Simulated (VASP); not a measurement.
```
CELL_PARAMETERS angstrom
      4.46436     2.20098     2.20098
      2.20098     4.46436     2.20098
      2.20098     2.20098     4.46436
ATOMIC_POSITIONS crystal
  Mn 0.00000 0.00000 0.00000
  Mn 0.50000 0.50000 0.50000
  O  0.25000 0.25000 0.25000
  O  0.75000 0.75000 0.75000
```
Starting moments (μB, in the order of the record's atoms Mn Mn O O): 4.6 -4.6 0.0 0.0.

Method: PBE GGA + U (Dudarev), VASP's PBE PAW potentials (set 64) (plane waves; VASP). Settings: 520 eV cut-off, 9×9×9 Γ-centred mesh, tetrahedra with Blöchl corrections, potentials Mn_pv O, U − J: Mn 3.90 eV.

Predict the cell moment, energy per atom (σ→0).

| Property | Value |
|---|---|
| cell moment | 0.00 μB |
| energy per atom (σ→0) | -7.776 eV/atom |

Give the moment on each site (PAW-sphere projection).

```json
[
 {"site": "Mn1", "moment (μB)": "4.58"},
 {"site": "Mn2", "moment (μB)": "-4.58"},
 {"site": "O3", "moment (μB)": "0.00"},
 {"site": "O4", "moment (μB)": "0.00"}
]
```

The absolute energy has meaning only against runs of the same code, potentials and settings.

The compound is MnO in the rock salt, AFM-II order structure. It was relaxed first.
